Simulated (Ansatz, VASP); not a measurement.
# Mo5F (Mo(110), 5 layers, one monolayer of F on longbridge sites) in two plane-wave programs, part 2 of 2

Aim: how closely do two programs agree when they are given the same cell, functional and k mesh? The structure shown is the start of the Ansatz relaxation below; VASP solves that cell, so the two are compared at the walk's first step.

VASP 6.6.1 and Ansatz 0.2.0.

So far: Starting point; Ansatz: relaxation, PBE.

## 3. VASP: single point, PBE, start cell

Level of this step: PBE, no spin polarisation; plane waves and PAW (Mo_sv, F) (VASP).

The same cell, functional, mesh and smearing now go to VASP, with its own data sets.

Lines of VASP's logs that name or quote its potential files are left out, and so is its time.

File INCAR:

```
SYSTEM = Mo5F
PREC = Accurate
ENCUT = 520
EDIFF = 1E-06
NELM = 120
ISMEAR = -1
SIGMA = 0.1
LREAL = .FALSE.
ALGO = Normal
GGA = PE
NBANDS = 47
LASPH = .TRUE.
LORBIT = 11
LWAVE = .FALSE.
LCHARG = .FALSE.
ISIF = 2
LDIPOL = .TRUE.
IDIPOL = 3
DIPOL = 0.5 0.5 0.494
LVHAR = .TRUE.
GGA_COMPAT = .FALSE.
NELMDL = -8
KPAR = 2
```

File POSCAR:

```
Mo5F
1.0
    2.2273863607     -1.5750000000      0.0000000000
    2.2273863607      1.5750000000      0.0000000000
    0.0000000000      0.0000000000     27.9095454430
Mo F
5 1
Direct
    0.9999999190      0.9999999190      0.2973892935
    0.4999999190      0.4999999190      0.3771966126
    0.9999999190      0.9999999190      0.4570039676
    0.4999999190      0.4999999190      0.5368112867
    0.9999999190      0.9999999190      0.6166186058
    0.4999999190      0.4999999190      0.6669273076
```

File KPOINTS:

```
Automatic mesh
0
Gamma
10 10 1
0 0 0
```

PAW data sets: Mo_sv and F (PBE family, release 64).

The run is started by

```bash
$ mpirun -np 2 vasp_std
```

Numbers of over 12 decimals in the logs are rounded to 6 here.

Output:

```text
[banner, memory and clock lines left out]
running    2 mpi-ranks, on    1 nodes
 distrk:  each k-point on    1 cores,    2 groups
 distr:  one band on    1 cores,    1 groups

 POSCAR found type information on POSCAR MoF
 POSCAR found :  2 types and       6 ions
 LDA part: xc-table for (Slater+PW92), standard interpolation
 POSCAR, INCAR and KPOINTS ok, starting setup
 FFT: planning ... GRIDC
 FFT: planning ... GRID_SOFT
 FFT: planning ... GRID
 WAVECAR not read
 entering main loop
       N       E                     dE             d eps       ncg     rms          rms(c)
DAV:   1     0.892073400623E+03    0.89207E+03   -0.48941E+04  3586   0.153E+03
DAV:   2    -0.259901575709E+02   -0.91806E+03   -0.89596E+03  3381   0.474E+02
DAV:   3    -0.609255823530E+02   -0.34935E+02   -0.33702E+02  3734   0.851E+01
DAV:   4    -0.620018194009E+02   -0.10762E+01   -0.10378E+01  3741   0.122E+01
DAV:   5    -0.620406165323E+02   -0.38797E-01   -0.38040E-01  3734   0.183E+00
DAV:   6    -0.620424532354E+02   -0.18367E-02   -0.18255E-02  3837   0.293E-01
DAV:   7    -0.620425354557E+02   -0.82220E-04   -0.82133E-04  3485   0.520E-02
DAV:   8    -0.620425393419E+02   -0.38862E-05   -0.38838E-05  3094   0.980E-03    0.326E+01
DAV:   9    -0.727560969635E+02   -0.10714E+02   -0.76207E+01  4065   0.429E+01    0.360E+01
DAV:  10    -0.130663763135E+03   -0.57908E+02   -0.75870E+02  4271   0.584E+01    0.575E+01
DAV:  11    -0.739203891245E+02    0.56743E+02   -0.89250E+02  4496   0.551E+01    0.297E+01
DAV:  12    -0.671424943261E+02    0.67779E+01   -0.39063E+02  4165   0.416E+01    0.201E+01
DAV:  13    -0.623373426167E+02    0.48052E+01   -0.12215E+02  3845   0.346E+01    0.143E+01
DAV:  14    -0.591938053080E+02    0.31435E+01   -0.38293E+01  3948   0.167E+01    0.109E+01
[...]
DAV:  30    -0.572287395799E+02   -0.67725E-05   -0.27139E-05  2972   0.201E-02    0.193E-02
DAV:  31    -0.572287516527E+02   -0.12073E-04   -0.95404E-06  3054   0.139E-02    0.152E-02
DAV:  32    -0.572287666803E+02   -0.15028E-04   -0.48152E-06  2798   0.121E-02    0.145E-02
DAV:  33    -0.572287806256E+02   -0.13945E-04   -0.51771E-06  2925   0.130E-02    0.554E-03
DAV:  34    -0.572287833142E+02   -0.26886E-05   -0.17799E-06  2674   0.673E-03    0.197E-03
DAV:  35    -0.572287863258E+02   -0.30116E-05   -0.35617E-07  2001   0.267E-03    0.106E-03
DAV:  36    -0.572287880059E+02   -0.16800E-05   -0.98472E-08  1797   0.132E-03    0.689E-04
DAV:  37    -0.572287887066E+02   -0.70072E-06   -0.54988E-08  1730   0.903E-04
   1 F= -.57228789E+02 E0= -.57146133E+02  d E =-.165312E+00
```

From OUTCAR (step 3):

```text
ion  position               nearest neighbor table
   1  1.000  1.000  0.297-   2 2.73   2 2.73   2 3.15   2 3.15
   2  0.500  0.500  0.377-   1 2.73   1 2.73   3 2.73   3 2.73   1 3.15   1 3.15   3 3.15   3 3.15

  LATTYP: Found a base centered orthorhombic cell.
 ALAT       =     3.1500000000
 B/A-ratio  =     1.4142135623
 C/A-ratio  =     8.8601731565

 Subroutine GETGRP returns: Found  4 space group operations
 (whereof  4 operations were pure point group operations)

The static configuration has the point symmetry C_2v.

 Found     31 irreducible k-points:

   k-points           NKPTS =     31   k-points in BZ     NKDIM =     31   number of bands    NBANDS=     47

   dimension x,y,z NGX =    20 NGY =   20 NGZ =  210
   dimension x,y,z NGXF=    40 NGYF=   40 NGZF=  420

   ENCUT  =  520.0 eV  38.22 Ry    6.18 a.u.   5.07  5.07 51.89*2*pi/ulx,y,z

   NELECT =      77.0000    total number of electrons

 k-points in reciprocal lattice and weights: Automatic mesh
   0.00000000  0.00000000  0.00000000       0.010
   0.10000000  0.00000000  0.00000000       0.040
   0.20000000  0.00000000  0.00000000       0.040
   0.30000000  0.00000000  0.00000000       0.040
   0.40000000  0.00000000  0.00000000       0.040
   0.50000000  0.00000000  0.00000000       0.020
   0.10000000  0.10000000  0.00000000       0.020
   0.20000000  0.10000000  0.00000000       0.040
   0.30000000  0.10000000  0.00000000       0.040
[...]
-0.40000000  0.40000000  0.00000000       0.020
   0.50000000  0.50000000  0.00000000       0.010

 dipolmoment           0.000000      0.000000      0.015860 electrons x Angstroem

 average (electrostatic) potential at core
       1 -79.1069       2 -79.3079       3 -79.2876       4 -79.3364       5 -79.9724
       6 -79.0980

 E-fermi :   2.5473

 k-point     1 :       0.0000    0.0000    0.0000
  band No.  band energies     occupation
    ...
     36       1.0470      2.00000
     37       1.1543      2.00000
     38       1.5065      1.99994
     39       2.0385      1.98774
     40       2.5171      1.14987
     41       3.1801      0.00357
     42       3.5394      0.00010
     43       3.7132      0.00002
     44       3.8474      0.00000
     45       3.9254      0.00000
    ...

 k-point     2 :       0.1000    0.0000    0.0000
  band No.  band energies     occupation
    ...
     36       0.9248      2.00000
     37       1.3157      1.99999
     38       1.4653      1.99996
     39       1.8453      1.99821
     40       2.5801      0.83749
     41       2.9297      0.04273
     42       3.1469      0.00496
     43       3.4530      0.00023
     44       3.6702      0.00003
     45       3.7699      0.00001
    ...

 k-point     3 :       0.2000    0.0000    0.0000
  band No.  band energies     occupation
    ...
     36       0.7632      2.00000
     37       0.9500      2.00000
     38       1.5315      1.99992
     39       2.0126      1.99052
     40       2.4887      1.28501
     41       2.9849      0.02484
     42       3.3631      0.00057
     43       3.4475      0.00025
     44       3.5915      0.00006
     45       3.6919      0.00002
    ...

  Total       -1.1635651      0.1470777      1.6302754      0.0000000      0.0000000      0.0000000
  in kB       -9.5201192      1.2033685     13.3386751      0.0000000      0.0000000      0.0000000
  external PRESSURE =       1.6739748 kB  Pullay stress =       0.0000000 kB

  energy-cutoff  :      520.00
  volume of cell :      195.82
      direct lattice vectors                 reciprocal lattice vectors
     2.227386361 -1.575000000  0.000000000     0.224478343 -0.317460317  0.000000000
     2.227386361  1.575000000  0.000000000     0.224478343  0.317460317  0.000000000
     0.000000000  0.000000000 27.909545443     0.000000000  0.000000000  0.035830035

 POSITION                                       TOTAL-FORCE (eV/Angst)
 -----------------------------------------------------------------------------------
      4.45477      0.00000      8.30000        -0.000000      0.000000      0.444833
      2.22739      0.00000     10.52739        -0.000000      0.000000     -0.595366
      4.45477      0.00000     12.75477        -0.000000      0.000000      0.037359
      2.22739      0.00000     14.98216         0.000000      0.000000      0.203024
      4.45477      0.00000     17.20954         0.000000      0.000000     -1.732156
      2.22739      0.00000     18.61364         0.000000      0.000000      1.642306
 -----------------------------------------------------------------------------------
    total drift:                                0.003735      0.000000      0.000524

  FREE ENERGIE OF THE ION-ELECTRON SYSTEM (eV)
  ---------------------------------------------------
  free  energy   TOTEN  =       -57.2287887066 eV

  energy  without entropy=      -57.0634771528  energy(sigma->0) =      -57.14613293

 vacuum level on the upper side and lower side of the slab         7.637         7.229

 total charge
# of ion       s       p       d       tot
------------------------------------------
    1        2.371   6.125   3.892  12.387
    2        2.380   6.204   3.907  12.491
    3        2.379   6.207   3.908  12.494
    4        2.376   6.206   3.915  12.496
    5        2.314   6.161   3.927  12.402
    6        1.747   4.337   0.000   6.083
--------------------------------------------------
tot         13.565  35.240  19.549  68.354

[... 3 further parts left out ...]
```

This run has no spin polarisation, so a moment on Mo, if there is one, isn't seen. Its electron count is odd, so without a moment it is a metal by construction.

## 4. Differences

Known differences besides the potentials themselves: the cutoff is 420 eV in Ansatz and 520 eV in VASP. Total energies have different zeros and are not compared.

Forces (eV/Å; atoms numbered as in POSCAR):

```csv
atom,"Ansatz x, y, z","VASP x, y, z"
Mo1,"0.000, 0.000, 0.466","0.000, 0.000, 0.445"
Mo2,"0.000, 0.000, -0.592","0.000, 0.000, -0.595"
Mo3,"0.000, 0.000, 0.036","0.000, 0.000, 0.037"
Mo4,"0.000, 0.000, 0.201","0.000, 0.000, 0.203"
Mo5,"0.000, 0.000, -1.698","0.000, 0.000, -1.732"
F6,"0.000, 0.000, 1.587","0.000, 0.000, 1.642"
```

The forces differ by 16 meV/Å r.m.s., which is 2.7 % of the r.m.s. force of 0.591 eV/Å (both taken over all components). With vacuum in the cell, a pressure given here is an average over mostly empty space and none of the material.

## 5. Summary of results

```json
{
  "r.m.s. force difference (single point, PBE, start cell)": "2.7 % of the r.m.s. force"
}
```

**Reading.** The r.m.s. force difference is 2.7 % of the r.m.s. force (single point, PBE, start cell), within the 3 % picked in this series as the mark of a large difference. 1 further run of this series is not shown here. Such differences can come from data sets, numerical settings and the points named under the comparisons, not from the functional's error against experiment.

[Lines on the potential files, build, host, timing and source positions are cut from VASP's logs without a mark.]

[Logs are printed without paths, hosts, clocks, repeated set-up lines and the standing remarks that a program may print on its own settings, such as how far it seeks lower states.]

[Hosts, paths, dates, database ids (printed as entryN), source tags and the programs' standing remarks are cut or masked in the printed files.]
